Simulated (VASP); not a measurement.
Runs of VASP 6.6.1 on Bi. Symmetry: R-3m, No. 166, trigonal system. Conventional cell: a = 4.535 Å, b = 4.535 Å, c = 11.814 Å, α = 90.00°, β = 90.00°, γ = 120.00°. Bi (site symmetry 3m) is surrounded by 6 Bi at 3.06 to 3.52 Å. 

```tsv
level	potentials or basis	cutoff (eV)	gap on the mesh (eV)	pressure (GPa)	relaxed volume (Å³/atom)
LDA	VASP PAW LDA potentials, release 64 (Bi_d)	600	none	0.0	(b)
RPBE	VASP PAW PBE potentials, release 64 (Bi_d)	600	none	0.0	38.94
PBEsol	VASP PAW PBE potentials, release 64 (Bi_d)	600	none	0.0	34.40
PBEsol	VASP PAW PBE potentials, release 64 (Bi)	580	none	0.0	34.43
PBE	VASP PAW PBE potentials, release 64 (Bi_d)	600	none	0.0	(a)
```

Alike in all rows: task relaxation of cell and atoms; no spin polarisation; cell relaxed; k mesh 12 × 12 × 12; smearing gaussian 0.1 eV.

Question: Fill in the values left out.

Answer: (a) 36.82; (b) 33.58.

Caveats: spin-orbit coupling is left out, which moves the levels of the heavy elements; the PAW data sets were made with another functional, which shifts forces and pressure a little (some runs); the volume moved by +11 % from the deposited cell, more than functionals usually miss (some runs).

A k mesh can miss the band edges, and the runs leave out spin-orbit coupling on Bi.

A gap of «none» marks a metal or a gap under the smearing width.

The runs don't all hold the same shells in valence.
